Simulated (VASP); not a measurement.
Consider the following.

```
CELL_PARAMETERS angstrom
     10.82974     0.00000     0.00000
      0.00000    11.08192     0.00000
      0.00000     0.00000    13.23047
ATOMIC_POSITIONS crystal
  Ge 0.87101 0.08333 0.12597
  Ge 0.12899 0.25000 0.20736
  Ge 0.62899 0.25000 0.29264
  Ge 0.37101 0.08333 0.04070
  Ge 0.87101 0.08333 0.45930
  Ge 0.12899 0.25000 0.54070
  Ge 0.62899 0.25000 0.62597
  Ge 0.37101 0.08333 0.37403
  Ge 0.87101 0.08333 0.79264
  Ge 0.12899 0.25000 0.87403
  Ge 0.62899 0.25000 0.95930
  Ge 0.37101 0.08333 0.70736
  Ge 0.87101 0.41667 0.12597
  Ge 0.12899 0.58333 0.20736
  Ge 0.62899 0.58333 0.29264
  Ge 0.37101 0.41667 0.04070
  Ge 0.87101 0.41667 0.45930
  Ge 0.12899 0.58333 0.54070
  Ge 0.62899 0.58333 0.62597
  Ge 0.37101 0.41667 0.37403
  Ge 0.87101 0.41667 0.79264
  Ge 0.12899 0.58333 0.87403
  Ge 0.62899 0.58333 0.95930
  Ge 0.37101 0.41667 0.70736
  Ge 0.87101 0.75000 0.12597
  Ge 0.12899 0.91667 0.20736
  Ge 0.62899 0.91667 0.29264
  Ge 0.37101 0.75000 0.04070
  Ge 0.87101 0.75000 0.45930
  Ge 0.12899 0.91667 0.54070
  Ge 0.62899 0.91667 0.62597
  Ge 0.37101 0.75000 0.37403
  Ge 0.87101 0.75000 0.79264
  Ge 0.12899 0.91667 0.87403
  Ge 0.62899 0.91667 0.95930
  Ge 0.37101 0.75000 0.70736
  S  0.65179 0.08333 0.17186
  S  0.34821 0.25000 0.16147
  S  0.84821 0.25000 0.00519
  S  0.15179 0.08333 0.32814
  S  0.65179 0.08333 0.50519
  S  0.34821 0.25000 0.49481
  S  0.84821 0.25000 0.33853
  S  0.15179 0.08333 0.66147
  S  0.65179 0.08333 0.83853
  S  0.34821 0.25000 0.82814
  S  0.84821 0.25000 0.67186
  S  0.15179 0.08333 0.99481
  S  0.65179 0.41667 0.17186
  S  0.34821 0.58333 0.16147
  S  0.84821 0.58333 0.00519
  S  0.15179 0.41667 0.32814
  S  0.65179 0.41667 0.50519
  S  0.34821 0.58333 0.49481
  S  0.84821 0.58333 0.33853
  S  0.15179 0.41667 0.66147
  S  0.65179 0.41667 0.83853
  S  0.34821 0.58333 0.82814
  S  0.84821 0.58333 0.67186
  S  0.15179 0.41667 0.99481
  S  0.65179 0.75000 0.17186
  S  0.34821 0.91667 0.16147
  S  0.84821 0.91667 0.00519
  S  0.15179 0.75000 0.32814
  S  0.65179 0.75000 0.50519
  S  0.34821 0.91667 0.49481
  S  0.84821 0.91667 0.33853
  S  0.15179 0.75000 0.66147
  S  0.65179 0.75000 0.83853
  S  0.34821 0.91667 0.82814
  S  0.84821 0.91667 0.67186
  S  0.15179 0.75000 0.99481
```

Level of theory: PBE GGA, VASP's PBE PAW potentials (set 64) (plane waves; VASP 6.6.1). Numerical set-up: PREC = Normal, LREAL = Auto, 400 eV cut-off, 1×1×1 Γ-centred mesh, Gaussian smearing of 0.050 eV, potentials Ge S.

The supercell is sampled at Γ alone, which is coarse: total energies, pressure and levels can be off, energies of defects by several tenths of an eV.

Predict the energy per atom (σ→0), pressure.

The energy per atom (σ→0) is -436.3 kJ/mol-atom. The pressure comes out as 1.47 GPa.

The cell is a supercell, built from a database entry that may be metastable or hypothetical.
